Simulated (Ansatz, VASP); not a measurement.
## TlNi3O8 in VASP and in Ansatz

```
CELL_PARAMETERS angstrom
4.19119 2.67512 0.00000
4.19119 -2.67512 0.00000
0.65214 0.00000 -7.45405
ATOMIC_POSITIONS crystal
Ni 0.63824 0.63824 0.71282
Ni 0.36176 0.36176 0.28718
Ni 0.00000 0.00000 0.50000
O 0.21960 0.21960 0.47104
O 0.78040 0.78040 0.52896
O 0.25382 0.77972 0.69262
O 0.22028 0.74618 0.30738
O 0.74618 0.22028 0.30738
O 0.77972 0.25382 0.69262
O 0.73498 0.73498 0.90716
O 0.26502 0.26502 0.09284
Tl 0.00000 0.00000 0.00000
```

Alike in both runs: functional PBE; k mesh 4 × 4 × 3; collinear spin; Hubbard terms Ni d U = 1.2 eV.

Ansatz relaxed the structure, and its values are those at the end. VASP's run is a single point on that final structure, the one shown.

```csv
,VASP,Ansatz
version,VASP 6.6.1,Ansatz 0.2.0
potentials or method,"VASP PAW PBE potentials, release 64 (Ni, O, Tl_d)",PAW plane waves
plane-wave cutoff (eV),520,420
occupations,"fermi-dirac, width 0.1 eV",fermi-dirac
valence electrons in the cell,91,115
```

Ansatz gave:

```
pressure (GPa)                                                : -2.9
rms of the force components (eV/Å)                            : 0.001
net moment per atom (μB)                                      : 0.29
size of the moment on the site where the two differ most (μB) : 0.63
```

**Question.** What did VASP give for the same quantities?

**Answer.** Pressure (GPa): -3.3; rms of the force components (eV/Å): 0.021; net moment per atom (μB): 0.32; size of the moment on the site where the two differ most (μB): 0.73.

Site moments also hang on the region over which each program counts them. The programs project onto different local orbitals, so the same U acts differently. The two sets of potentials don't hold the same shells in valence. Ansatz warned: «filled_band_counts_differ_across_k_points».

Spin-orbit coupling is left out, which matters for the levels of Tl. The state reached can hang on the start; a lower one may exist.
